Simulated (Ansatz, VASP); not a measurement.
NbTl4 in VASP and in Ansatz

```
Nb Tl
1.0
    -3.36340    3.36340    3.36340
     3.36340   -3.36340    3.36340
     3.36340    3.36340   -3.36340
Nb Tl
1 4
Direct
  0.00000 0.00000 0.00000
  0.00000 0.00000 0.50000
  0.50000 0.00000 0.00000
  0.50000 0.50000 0.50000
  0.00000 0.50000 0.00000
```

Change from the starting cell: species swapped into the NiHg4 type (Im-3m, No. 229).

Alike in both runs: functional PBE; k mesh 8 × 8 × 8; occupations gaussian, width 0.1 eV; no spin polarisation.

Ansatz relaxed the structure, and its values are those at the end. VASP's run is a single point on that final structure, the one shown.

```csv
,VASP,Ansatz
version,VASP 6.6.1,Ansatz 0.2.0
potentials or method,"VASP PAW PBE potentials, release 64 (Nb_sv, Tl_d)","scalar-relativistic, plane waves, PAW"
plane-wave cutoff (eV),520,420
valence electrons in the cell,65,65
```

```tsv
	VASP	Ansatz	Ansatz less VASP
gap on the k mesh at the Fermi level (eV)	none	none	-
pressure (GPa)	-0.1	0.0	+0.09
```

A gap of «none» marks a metal or a gap that the smearing closes. With one functional, cell and mesh, what is left measures potentials, basis and numerics.

Spin-orbit coupling is left out, which matters for the levels of Tl.
